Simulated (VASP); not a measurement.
These are rev-vdW-DF2, VASP's PBE PAW potentials (set 64) (plane waves; VASP 6.6.1) values and carry that method's errors.

The input files of a VASP run:

### INCAR
```
AGGAC  =  0.0
ALGO  =  Normal
EDIFF  =  1E-7
ENCUT  =  520
GGA  =  MK
ISIF  =  2
ISMEAR  =  0
LASPH  =  T
LCHARG  =  F
LMAXMIX  =  4
LREAL  =  F
LUSE_VDW  =  T
LWAVE  =  F
NELM  =  100
PARAM1  =  0.1234568
PARAM2  =  0.7114
PREC  =  Accurate
SIGMA  =  0.05
SYSTEM  =  BaTiO3
ZAB_VDW  =  -1.8867
```

File KPOINTS:
```
kpoints
0
Gamma
6 6 6
0 0 0
```

**POSCAR**
```
BaTiO3
1
    3.9685669688     0.0000000000     0.0000000000
    0.0000000000     3.9685669688     0.0000000000
    0.0000000000     0.0000000000     3.9685669688
Ba Ti O
1 1 3
Direct
  0.0000000000   0.0000000000   0.0000000000
  0.5000000000   0.5000000000   0.5000000000
  0.5000000000   0.0000000000   0.5000000000
  0.0000000000   0.5000000000   0.5000000000
  0.5000000000   0.5000000000   0.0000000000
```

POTCAR, in this order: Ba_sv Ti_sv O (PBE.64 set). Program: vasp_std.

What VASP printed:

### OUTCAR
```
 ion  position               nearest neighbor table
   1  0.000  0.000  0.000-   3 2.81   4 2.81   5 2.81   3 2.81   4 2.81   4 2.81   5 2.81   4 2.81
                             3 2.81   5 2.81   3 2.81   5 2.81   2 3.44   2 3.44   2 3.44   2 3.44
   2  0.500  0.500  0.500-   3 1.98   4 1.98   5 1.98   5 1.98   3 1.98   4 1.98   1 3.44   1 3.44
                             1 3.44   1 3.44   1 3.44   1 3.44   1 3.44   1 3.44
   3  0.500  0.000  0.500-   2 1.98   2 1.98   1 2.81   1 2.81   1 2.81   1 2.81
   4  0.000  0.500  0.500-   2 1.98   2 1.98   1 2.81   1 2.81   1 2.81   1 2.81
   5  0.500  0.500  0.000-   2 1.98   2 1.98   1 2.81   1 2.81   1 2.81   1 2.81
  LATTYP: Found a simple cubic cell.
 ALAT       =     3.9685669688
 Subroutine PRICEL returns:
 Original cell was already a primitive cell.
 Subroutine GETGRP returns: Found 48 space group operations
The static configuration has the point symmetry O_h .
The dynamic configuration has the point symmetry O_h .
 Subroutine INISYM returns: Found 48 space group operations
 Subroutine IBZKPT returns following result:
 Found     20 irreducible k-points:

 Following reciprocal coordinates:
            Coordinates               Weight
  0.000000  0.000000  0.000000      1.000000
  0.166667  0.000000  0.000000      6.000000
  0.333333  0.000000  0.000000      6.000000
  0.500000  0.000000  0.000000      3.000000
  0.166667  0.166667  0.000000     12.000000
  0.333333  0.166667  0.000000     24.000000
  0.500000  0.166667  0.000000     12.000000
  0.333333  0.333333  0.000000     12.000000
  0.500000  0.333333  0.000000     12.000000
  0.500000  0.500000  0.000000      3.000000
  0.166667  0.166667  0.166667      8.000000
  0.333333  0.166667  0.166667     24.000000
  0.500000  0.166667  0.166667     12.000000
  0.333333  0.333333  0.166667     24.000000
  0.500000  0.333333  0.166667     24.000000
  0.500000  0.500000  0.166667      6.000000
  0.333333  0.333333  0.333333      8.000000
  0.500000  0.333333  0.333333     12.000000
  0.500000  0.500000  0.333333      6.000000
  0.500000  0.500000  0.500000      1.000000
   k-points           NKPTS =     20   k-points in BZ     NKDIM =     20   number of bands    NBANDS=     24
   number of dos      NEDOS =    301   number of ions     NIONS =      5
   total plane-waves  NPLWV =  27000
   dimension x,y,z NGX =    30 NGY =   30 NGZ =   30
   dimension x,y,z NGXF=    60 NGYF=   60 NGZF=   60
   ions per type =               1   1   3
   PREC   = accura    normal or accurate (medium, high low for compatibility)
   ISTART =      0    job   : 0-new  1-cont  2-samecut
   ICHARG =      2    charge: 1-file 2-atom 10-const
   ISPIN  =      1    spin polarized calculation?
   LNONCOLLINEAR =      F non collinear calculations
   LSORBIT =      F    spin-orbit coupling
   INIWAV =      1    electr: 0-lowe 1-rand  2-diag
   ENCUT  =  520.0 eV  38.22 Ry    6.18 a.u.   7.38  7.38  7.38*2*pi/ulx,y,z
   NELM   =    100;   NELMIN=  2; NELMDL= -5     # of ELM steps
   EDIFF  = 0.1E-06   stopping-criterion for ELM
   LREAL  =      F    real-space projection
   NLSPLINE    = F    spline interpolate recip. space projectors
   LMAXMIX     =    4 max onsite mixed and CHGCAR
   VOSKOWN=      0    Vosko Wilk Nusair interpolation
   EDIFFG = 0.1E-05   stopping-criterion for IOM
   NSW    =      0    number of steps for IOM
   NBLOCK =      1;   KBLOCK =      1    inner block; outer block
   IBRION =     -1    ionic relax: 0-MD 1-quasi-New 2-CG
   NFREE  =      0    steps in history (QN), initial steepest desc. (CG)
   ISIF   =      2    stress and relaxation
   ISYM   =      2    0-nonsym 1-usesym 2-fastsym
   TEIN   =    0.0    initial temperature
   TEBEG  =    0.0;   TEEND  =   0.0 temperature during run
   SMASS  =  -3.00    Nose mass-parameter (am)
   PSTRESS=    0.0 pullay stress
   NELECT =      40.0000    total number of electrons
   EFERMI =   0.00;   METHOD = LEGACY
   ISMEAR =     0;   SIGMA  =   0.05  broadening in eV -4-tet -1-fermi 0-gaus
...
```

**OSZICAR**
```
       N       E                     dE             d eps       ncg     rms          rms(c)
DAV:   1     0.473131419213E+03    0.47313E+03   -0.21506E+04   960   0.181E+03
DAV:   2     0.670233744469E+01   -0.46643E+03   -0.45806E+03  1184   0.497E+02
DAV:   3    -0.410089181739E+02   -0.47711E+02   -0.46605E+02  1440   0.149E+02
DAV:   4    -0.430573622382E+02   -0.20484E+01   -0.20475E+01  1368   0.284E+01
DAV:   5    -0.431241818443E+02   -0.66820E-01   -0.66818E-01  1328   0.366E+00    0.241E+01
DAV:   6    -0.322957310876E+02    0.10828E+02   -0.73264E+01  1416   0.785E+01    0.102E+01
DAV:   7    -0.323010268449E+02   -0.52958E-02   -0.11017E+01  1176   0.247E+01    0.669E+00
DAV:   8    -0.321522471775E+02    0.14878E+00   -0.11916E+00  1272   0.107E+01    0.256E+00
DAV:   9    -0.321700427882E+02   -0.17796E-01   -0.19862E-01  1184   0.327E+00    0.105E+00
DAV:  10    -0.321613198110E+02    0.87230E-02   -0.74296E-02  1288   0.259E+00    0.485E-01
DAV:  11    -0.321592687412E+02    0.20511E-02   -0.16221E-02  1384   0.103E+00    0.893E-02
DAV:  12    -0.321592278852E+02    0.40856E-04   -0.33844E-03  1184   0.576E-01    0.110E-01
DAV:  13    -0.321591058136E+02    0.12207E-03   -0.57215E-04  1264   0.188E-01    0.100E-02
DAV:  14    -0.321591158949E+02   -0.10081E-04   -0.48903E-05  1280   0.691E-02    0.259E-02
DAV:  15    -0.321591104868E+02    0.54081E-05   -0.10779E-05  1192   0.324E-02    0.101E-02
DAV:  16    -0.321591092278E+02    0.12591E-05   -0.57591E-06  1424   0.190E-02    0.195E-03
DAV:  17    -0.321591092670E+02   -0.39271E-07   -0.19685E-07   792   0.393E-03
   1 F= -.32159109E+02 E0= -.32159109E+02  d E =-.402430E-30
```

File OUTCAR:
```
------------------------ aborting loop because EDIFF is reached ----------------------------------------
  FORCE on cell =-STRESS in cart. coord.  units (eV):
  Direction    XX          YY          ZZ          XY          YZ          ZX
  --------------------------------------------------------------------------------------
  Total        2.2001163      2.2001163      2.2001163      0.0000000      0.0000000      0.0000000
  in kB       56.3968812     56.3968812     56.3968812      0.0000000      0.0000000      0.0000000
  external PRESSURE =      56.3968812 kB  Pullay stress =       0.0000000 kB
  volume of cell :       62.50
      direct lattice vectors                 reciprocal lattice vectors
     3.968566969  0.000000000  0.000000000     0.251980125  0.000000000  0.000000000
     0.000000000  3.968566969  0.000000000     0.000000000  0.251980125  0.000000000
     0.000000000  0.000000000  3.968566969     0.000000000  0.000000000  0.251980125
 POSITION                                       TOTAL-FORCE (eV/Angst)
 -----------------------------------------------------------------------------------
      0.00000      0.00000      0.00000         0.000000      0.000000      0.000000
      1.98428      1.98428      1.98428         0.000000      0.000000      0.000000
      1.98428      0.00000      1.98428         0.000000      0.000000      0.000000
      0.00000      1.98428      1.98428         0.000000      0.000000      0.000000
      1.98428      1.98428      0.00000         0.000000      0.000000      0.000000
 -----------------------------------------------------------------------------------
    total drift:                                0.000000      0.000000     -0.000000
  FREE ENERGIE OF THE ION-ELECTRON SYSTEM (eV)
  ---------------------------------------------------
  free  energy   TOTEN  =       -32.1591092670 eV

  energy  without entropy=      -32.1591092670  energy(sigma->0) =      -32.15910927
```
(Selected blocks of OUTCAR.)

The compound is BaTiO3 in the cubic perovskite structure, the ideal cubic form; the compound distorts at low or room temperature. This cell is one point of a volume scan, at 0.97 of the reference volume.
